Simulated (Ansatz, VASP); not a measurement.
**InSe in two plane-wave programs**

One calculation is typed for both programs; each brings its own data sets. How far apart do they land? The cell is taken from a series of runs on this material, whose earlier steps may have relaxed, scaled, displaced or heated it; both programs get it as it stands.

Method: plane waves, with VASP 6.6.1 beside it; LDA, in Ansatz 0.2.0.

## 1. Set-up

It takes space group P-6m2 (No. 187, hexagonal). The conventional cell has a = 4.047 Å, b = 4.047 Å, c = 18.052 Å, α = 90.00°, β = 90.00°, γ = 120.00°. Nearest to In lie 3 Se at 2.65 Å and 1 In at 2.79 Å. In has 3 Se at 2.65 Å and 1 In at 2.79 Å nearest. Nearest to Se lie 3 In at 2.65 Å. Nearest to Se lie 3 In at 2.65 Å. Farther neighbours and most contacts between anions are not listed.

## 2. Ansatz: G0W0 gap, LDA

Ansatz runs on its PAW soft_1 files.

Quasiparticle shifts depend on high empty states and on the cores, so they are the hardest test of two PAW sets.

Contents of input.yaml:

```yaml
crystal:
  lattice:
    - [4.0473293151, 0.0, 0.0]
    - [-2.0236646576, 3.5050900044, 0.0]
    - [0.0, 0.0, 18.05206491]
  atoms:
    - { symbol: In, position: [0.0, 0.0, 0.57739368] }
    - { symbol: In, position: [0.0, 0.0, 0.42260632] }
    - { symbol: In, position: [0.33333333, 0.66666667, 0.92260951] }
    - { symbol: In, position: [0.33333333, 0.66666667, 0.07739049] }
    - { symbol: Se, position: [0.66666667, 0.33333333, 0.85300007] }
    - { symbol: Se, position: [0.66666667, 0.33333333, 0.14699993] }
    - { symbol: Se, position: [0.33333333, 0.66666667, 0.64701572] }
    - { symbol: Se, position: [0.33333333, 0.66666667, 0.35298428] }
kpoints:
  mp_grid: { grid: [6, 6, 2] }
hamiltonian:
  xc: lda
  pseudopotentials: { kind: paw, azcp: { folder: soft_1 }, xc_functional: pbe }
scf:
  occupations: { method: fixed }
gw:
  n_empty_bands: 496
  ecut_chi: 90
  qp_bands: [v2, c2]
  qp_kpoints: band_edges
  screening: { model: godby_needs }
```

Started as:

```console
$ ansatz run input.yaml --threads 3 --pin off --max-ram 92160MiB --backend cuda --events-out ev --progress --plain --runs-dir out --devices 1 --max-vram 13GiB
```

Numbers of over 12 decimals in the logs are rounded to 6 here.

The log of the run:

```text
GPUs: using 1 of 1 available (devices: 1).
Engine: ansatz 0.2.0, x86_64-unknown-linux-gnu
Pseudopotentials: kind: paw
Pseudopotential: In, paw, valence charge 13, recommended cutoff 420 eV (normal), soft_1/In.paw.azcp
Pseudopotential: Se, paw, valence charge 16, recommended cutoff 420 eV (normal), soft_1/Se.paw.azcp
Functional definition: SPW92
  exchange = slater_x
  correlation = pw_c
device memory: the entry about to start is reckoned to put 4.4 GiB on a device that reports 25.5 GiB free (of which the cap on the GPU budget leaves the run 13.0 GiB)
GPU FFT provider: cuFFT
GPU libraries: cuBLAS 13.8.2, cuFFT 12.4.0, cuSOLVER 12.3.4
Crystal: 8 atoms, lattice volume = 256.091 Å³
Basis set: ecut = 420 eV, 4981 PW (Γ)
Bands: 70, of which v1, the nominal top of the filled ones, is band 58 counted from 1 (57 counted from 0)
Symmetry: 12 space group operations
Space group: P-6m2 (ITA 187), of the structure as read, at distance tolerance 6.4e-5 Å
k-points: 14 of 72 (time reversal used)
Non-local potential: In, projectors of the file, l = 0: 2, l = 1: 2, l = 2: 2, l = 3: 1
Non-local potential: Se, projectors of the file, l = 0: 2, l = 1: 2, l = 2: 3, l = 3: 1
PAW form: soft (Blöchl's): semilocal exchange-correlation on the pseudo side does not see the compensation charge
PAW frozen core: In, regenerated for the run's functional, and the local potential with it (the file was generated under x = pbe(κ = 0.804, μ = 0.219515), c = pbe(β = 0.066725))
PAW frozen core: Se, regenerated for the run's functional, and the local potential with it (the file was generated under x = pbe(κ = 0.804, μ = 0.219515), c = pbe(β = 0.066725))
PAW one-centre angular grid: In, 590 points (default); XC on 64 Gauss nodes
PAW one-centre angular grid: Se, 590 points (default); XC on 64 Gauss nodes
Initial density: superposition of atomic densities (chi_scale 0.1, normalization cell, long waves kept (reshape's long-wave potential 0.79 eV rms))
Initial wavefunctions: pseudopotential atomic-orbital guess
GPU buffer pool allocated for 112500 grid points (all kernels)
GPU transforms: local potential and band sums: pruned to the plane-wave sphere, on 27×27×125
Functional: x = slater, c = lda
SCF iter   1: F=—  HF=-43370.926060 eV  |F-HF|=—  |Δ(HF+E_count)|=         —  Δρ=4.58e-2  dr2=3.01e1  ethr=3.10e-3  ⟨swp⟩=4.9  Hψ=3320  notcnv=0  defer=129
preconditioner: auto → Resta (q_TF=auto, 2.391 Å⁻¹)  ε∞=3.0  [insulator: Δε(μ)=0.476 eV  Ē_g=14.413 eV  n_scr=66 (ndim 8)  ℏωp=20.2 eV  f_vac=0.113  ε∞_Penn≈3.0]
SCF iter   2: F=—  HF=-43365.979229 eV  |F-HF|=—  |Δ(HF+E_count)|=    4.95e0  Δρ=1.89e-2  dr2=1.32e0  ethr=3.10e-3  ⟨swp⟩=4.4  Hψ=1951  notcnv=0  defer=129
SCF iter   3: F=—  HF=-43365.592339 eV  |F-HF|=—  |Δ(HF+E_count)|=   3.87e-1  Δρ=1.03e-2  dr2=2.26e-1  ethr=1.14e-3  ⟨swp⟩=3.1  Hψ=1902  notcnv=0  defer=133
SCF iter   4: F=—  HF=-43365.502423 eV  |F-HF|=—  |Δ(HF+E_count)|=   8.99e-2  Δρ=1.26e-3  dr2=1.17e-2  ethr=1.95e-4  ⟨swp⟩=2.0  Hψ=1218  notcnv=0  defer=134
SCF iter   5: F=—  HF=-43365.496955 eV  |F-HF|=—  |Δ(HF+E_count)|=   5.47e-3  Δρ=7.30e-4  dr2=1.87e-3  ethr=1.01e-5  ⟨swp⟩=2.8  Hψ=1735  notcnv=0  defer=140
SCF iter   6: F=—  HF=-43365.497261 eV  |F-HF|=—  |Δ(HF+E_count)|=   3.06e-4  Δρ=1.98e-4  dr2=4.29e-4  ethr=1.61e-6  ⟨swp⟩=2.0  Hψ=1067  notcnv=0  defer=140
SCF iter   7: F=—  HF=-43365.497219 eV  |F-HF|=—  |Δ(HF+E_count)|=   4.21e-5  Δρ=6.39e-5  dr2=4.90e-5  ethr=3.70e-7  ⟨swp⟩=2.0  Hψ=1019  notcnv=0  defer=103
SCF iter   8: F=—  HF=-43365.497214 eV  |F-HF|=—  |Δ(HF+E_count)|=   4.53e-6  Δρ=1.56e-5  dr2=1.07e-6  ethr=4.22e-8  ⟨swp⟩=2.8  Hψ=1441  notcnv=0  defer=100
SCF iter   9: F=—  HF=-43365.497214 eV  |F-HF|=—  |Δ(HF+E_count)|=   2.62e-7  Δρ=5.82e-6  dr2=3.91e-7  ethr=8.62e-11  ⟨swp⟩=11.5  Hψ=4512  notcnv=0
SCF iter  10: F=-43365.497214 eV  HF=-43365.497214 eV  |F-HF|=2.68e-8  |Δ(HF+E_count)|=   3.69e-8  Δρ=2.47e-6  dr2=4.59e-8  ethr=8.62e-11  ⟨swp⟩=2.4  Hψ=2824  notcnv=0
SCF 1 converged in 10 iterations: F = -43365.497214 eV  dr2 = 4.59e-8
  greatest PAW one-centre occupation: 1.000 electrons in one spin orbital (limit 2), on the Se atom at site 7 (counted from 0), in its partial waves of l = 2
device memory: the entry about to start is reckoned to put 5.4 GiB (of the 5.5 GiB reckoned in all, the device holds 0.1 GiB already) on a device that reports 25.3 GiB free (of which the cap on the GPU budget leaves the run 12.9 GiB)
NSCF: frozen V_eff on 14 k-points
the band table was solved once the SCF had ended and its energy, with any forces and stress, was formed, with the checks that follow a solve (3628 applications of the Hamiltonian). They found nothing against the state; the energy, forces and stress were not computed again (output.eigenvalues in the input reference)
device memory: the entry about to start is reckoned to put 8.2 GiB on a device that reports 25.4 GiB free (of which the cap on the GPU budget leaves the run 13.0 GiB)
NSCF: frozen V_eff on 14 k-points
G₀W₀ screening: q 1/14
[... further progress lines ...]
SCF converged after 10 iterations
Free energy (F): -43365.497214 eV
Harris-Foulkes:  -43365.497214 eV  (|F-HF|=2.68e-8)
Internal energy: -43365.497214 eV  (E = F + TS)
E sigma→0 (E₀):  -43365.497214 eV
Fermi energy:    5.491006 eV
--- Per-component energies (eV) ---
  E_band       = -2005.748359
  E_kinetic    = 1319.043952
  E_local      = -17664.265544  (includes V_loc(G=0)·N_el)
  E_nonlocal   = -79.951905
  E_hartree    = 8516.492768
  E_xc         = -904.124009
  E_vxc        = -720.561362  (∫ρ·V_xc dr)
  E_paw        = -24461.021613  (= ΣΔE_a)
  E_vpaw       = -1893.000890  (= ΣTr[D̂ρ^β])
  E_aug_tail   = -0.001154  (compensation charges beyond the density's cutoff)
  E_ewald      = -10101.677288
  E_core_change = 10.007578  (= ΣΔE_core)
  E_smearing   = -0.000000  (= −TS)
  E_closure    = 0.000000  (closes the sum)
  Σ components = -43365.497214   (vs F -43365.497214, Δ=0.00e0)
--- Band table (eV; the first three rows and the last of 14) ---
  k-point 0: bands = [... 54 lower, 4.5056, 4.5555, 4.5555, 5.4910, 5.9908, 6.8453, 7.5478, 7.5955, ... 8 higher]
  k-point 1: bands = [... 54 lower, 4.5380, 4.5380, 4.8784, 4.8901, 6.5195, 6.5349, 7.5756, 7.5818, ... 8 higher]
  k-point 2: bands = [... 54 lower, 4.2199, 4.2917, 4.7796, 5.3647, 7.1797, 7.5679, 8.2338, 8.3645, ... 8 higher]
  k-point 13: bands = [... 54 lower, 3.6230, 3.7279, 3.9136, 4.0154, 7.5157, 7.5867, 7.9955, 8.0794, ... 8 higher]
--- G₀W₀: ω_p = 24.9913 eV, 72 q-points, 496 empty bands' worth ---
  eigenvalues of the whole cell's RPA ε∞ on this k-mesh (on a slab, of 1 + 4πα/V) = 8.1237, 8.1237, 10.7994; static W/v taken at q = 0 is 0.117272
  GN-PPA: 7066538/17765719 pairs with Re ω̃² < 0 across q-mesh
  bands read: the sum over 554 bands ends inside a degenerate multiplet in 1 slot, whose members it reads at an even weight; the widest, k=1: bands 554 to 555 (counted from 1) at 1/2 each
  gw.qp_kpoints: band_edges: 11 of 14 stored k-points solved, in 1 pass; an edge of the gap read off the rows below is read off those points alone
    valence top: of the k-points left out ik 9 came nearest to being solved in a further pass, in band 57 (counted from 1, as in the quasiparticle table): it holds the edge there only if its correction is more favourable than any solved in that band by at least 0.553 eV; those differ by 0.173 eV
    conduction bottom: of the k-points left out ik 11 came nearest to being solved in a further pass, in band 59 (counted from 1, as in the quasiparticle table): it holds the edge there only if its correction is more favourable than any solved in that band by at least 1.309 eV; those differ by 0.488 eV
    ik  band        ε_KS         Σx   Σc(E_QP)       V_xc       Z   E_QP_lin       E_QP  E_QP is
     0    57      4.5555   -17.9809     1.7133   -15.9939  0.7790     4.2813     4.2818  root
     0    58      5.4910   -16.2662     1.0878   -14.9125  0.7828     5.2247     5.2251  root
     0    59      5.9908   -10.0121    -2.9226   -13.5822  0.8042     6.6403     6.6383  root
     0    60      6.8453   -10.8235    -3.2025   -14.7222  0.7945     7.5442     7.5415  root
     1    57      4.8784   -14.9649     1.0128   -13.7017  0.7865     4.6277     4.6280  root
     1    58      4.8901   -14.9802     1.0155   -13.7128  0.7863     4.6379     4.6382  root
     1    59      6.5195   -11.0065    -2.8471   -14.4606  0.7970     7.1282     7.1265  root
     1    60      6.5349   -11.0356    -2.8477   -14.4910  0.7965     7.1443     7.1426  root
     2    57      4.7796   -15.2713     1.3297   -13.5676  0.7853     4.4047     4.4056  root
     2    58      5.3647   -16.2882     1.1894   -14.8068  0.7834     5.0722     5.0727  root
     2    59      7.1797   -10.8203    -3.2213   -14.7620  0.7959     7.9031     7.9001  root
     2    60      7.5679   -11.2440    -3.4371   -15.4668  0.7901     8.3573     8.3536  root
     3    57      5.0902   -15.8693     1.2508   -14.2984  0.7842     4.7695     4.7701  root
     3    58      5.0934   -15.8618     1.2500   -14.2891  0.7842     4.7700     4.7706  root
     3    59      7.3645   -10.9763    -3.3037   -15.0193  0.7936     8.1070     8.1039  root
     3    60      7.3723   -10.9812    -3.3077   -15.0271  0.7936     8.1136     8.1105  root
     4    57      4.5938   -15.5321     1.3363   -13.8249  0.7847     4.2220     4.2229  root
     4    58      4.7391   -15.6565     1.2701   -14.0370  0.7851     4.3889     4.3897  root
     4    59      7.2132    -6.9158    -3.4999   -10.8432  0.8093     7.6419     7.6407  root
     4    60      7.3648   -10.0786    -3.5216   -14.3376  0.7975     8.1056     8.1022  root
     5    57      4.6725   -15.6274     1.3074   -13.9605  0.7848     4.3123     4.3131  root
     5    58      4.6822   -15.6601     1.3078   -13.9972  0.7847     4.3262     4.3270  root
     5    59      7.2784    -8.1583    -3.5195   -12.2308  0.8047     7.8333     7.8313  root
     5    60      7.3369    -8.0599    -3.5204   -12.1192  0.8047     7.8777     7.8758  root
[...]
12    57      3.9118   -14.8523     1.2825   -13.1482  0.7879     3.4891     3.4903  root
    12    58      3.9474   -14.9777     1.2925   -13.2657  0.7876     3.5267     3.5279  root
    12    59      7.5631    -6.8981    -3.4385   -10.6758  0.8056     7.9031     7.9023  root
    12    60      7.5716    -6.9089    -3.4343   -10.6786  0.8057     7.9078     7.9071  root
    13    57      3.9136   -14.8631     1.2838   -13.1578  0.7879     3.4910     3.4921  root
    13    58      4.0154   -15.5454     1.4572   -13.6811  0.7842     3.6072     3.6084  root
    13    59      7.5157    -7.0649    -3.4356   -10.8689  0.8059     7.8851     7.8842  root
    13    60      7.5867    -6.9941    -3.4373   -10.7735  0.8050     7.9296     7.9288  root
```

Reading the cycles: dr2 is the Hartree energy of the density residual (eV), the measure of convergence; HF is the Harris–Foulkes estimate of the energy, which meets the free energy F at convergence.

(Part 1 of 2 ends here.)

[Lines on the potential files, build, host, timing and source positions are cut from VASP's logs without a mark.]

[Logs are printed without paths, hosts, clocks, repeated set-up lines and the standing remarks that a program may print on its own settings, such as how far it seeks lower states.]

[Hosts, paths, dates, database ids (printed as entryN), source tags and the programs' standing remarks are cut or masked in the printed files.]
